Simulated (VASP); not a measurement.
The input files of a VASP run:

### KPOINTS
```
Automatic mesh
0
Gamma
7 7 7
0 0 0
```

### INCAR
```
# general
SYSTEM  = Pt3Ti
PREC    = Accurate
ENCUT   = 750
LREAL   = .False.
LASPH   = .True.

# electronic loop
EDIFF   = 1E-6
NELM    = 100
ALGO    = Normal
LMAXMIX = 6

# smearing
ISMEAR  = 1
SIGMA   = 0.1

# functional
GGA     = PE

# ions
ISIF    = 2

# output
LWAVE   = .False.
LCHARG  = .False.
```

**POSCAR**
```
Pt3Ti
1
    3.9984000000     0.0000000000     0.0000000000
    0.0000000000     3.9984000000     0.0000000000
    0.0000000000     0.0000000000     3.9984000000
Ti Pt
1 3
Direct
  0.0000000000   0.0000000000   0.0000000000
  0.0000000000   0.5000000000   0.5000000000
  0.5000000000   0.0000000000   0.5000000000
  0.5000000000   0.5000000000   0.0000000000
```

POTCAR, in this order: Ti_sv Pt (PBE.64 set). Program: vasp_std.

Translate this PBE calculation to Quantum ESPRESSO's pw.x.

One equivalent input (not run):
```
&CONTROL
  calculation = 'scf'
  pseudo_dir = './pseudo'
  outdir = './out'
  tprnfor = .true.
  tstress = .true.
/
&SYSTEM
  ibrav = 0
  nat = 4
  ntyp = 2
  ecutwfc = 84
  occupations = 'smearing'
  smearing = 'methfessel-paxton'
  degauss = 0.00735
  input_dft = 'pbe'
/
&ELECTRONS
  conv_thr = 7.3e-08
  electron_maxstep = 100
/
ATOMIC_SPECIES
  Ti 47.867 Ti.upf
  Pt 195.084 Pt.upf
CELL_PARAMETERS angstrom
     3.9984000    0.0000000    0.0000000
     0.0000000    3.9984000    0.0000000
     0.0000000    0.0000000    3.9984000
ATOMIC_POSITIONS crystal
  Ti   0.0000000  0.0000000  0.0000000
  Pt   0.0000000  0.5000000  0.5000000
  Pt   0.5000000  0.0000000  0.5000000
  Pt   0.5000000  0.5000000  0.0000000
K_POINTS automatic
  7 7 7 0 0 0
```
Limits of the translation: the potentials are each code's own (VASP's PAW set, PseudoDojo norm-conserving files in pw.x), so ENCUT and ecutwfc are chosen apart and not converted; conv_thr bounds pw.x's estimated SCF error, while EDIFF bounds the energy change between steps.

The compound is Pt3Ti in the L1_2 structure. The cell was not relaxed at this level. The run is one of a series of settings (ENCUT = 750 against the base run), some of them coarse on purpose.
